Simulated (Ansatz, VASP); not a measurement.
# Ge with different potentials

System: Ge (diamond type, first atom moved by 0.06 Å along [111]), 2 atoms in the cell.

```xyz
2
Lattice="0.0000 2.8800 2.8800 2.8800 0.0000 2.8800 2.8800 2.8800 0.0000" Properties=species:S:1:pos:R:3 pbc="T T T"
Ge    0.0346    0.0346    0.0346
Ge    1.4400    1.4400    1.4400
```

All runs use HSE06; k-mesh 4×4×4 Γ-centred; Fermi–Dirac smearing of 0.05 eV; no spin polarisation. Exact exchange at q = 0 is regularized (HFRCUT = 0 in VASP). VASP pressures are printed at a fixed basis; Ansatz's pressures include its basis correction. The all-electron reference is a plane-wave run on PAW datasets generated for this crystal and functional, not LAPW.

```tsv
run	pressure (GPa)	Fx on Ge1 (eV/Å)
Ansatz hand-made PAW, 820 eV	-2.31	-0.436
Ansatz PAW soft set 1, 420 eV	-2.34	-0.435
Ansatz with JTH PAW, 1080 eV	-2.18	-0.436
Ansatz PAW hard set, 700 eV	-2.36	-0.436
VASP, Ge_d, 403 eV	-2.69	-0.435
```

Task: What does the all-electron calculation give for these quantities?

Result: Ansatz all-electron PAW datasets made for this crystal, 340 eV: pressure -2.34 GPa, Fx on Ge1 -0.438 eV/Å. All forces:

| atom | Fx (eV/Å) | Fy (eV/Å) | Fz (eV/Å) |
| --- | --- | --- | --- |
| Ge1 | -0.438 | -0.438 | -0.438 |
| Ge2 | 0.438 | 0.438 | 0.438 |

The k-mesh is coarse, so these values belong to this mesh and can lie far from the converged ones. Potentials made with PBE were used with another functional (at least in: Ansatz with JTH PAW, 1080 eV; Ansatz PAW hard set, 700 eV; VASP, Ge_d, 403 eV).
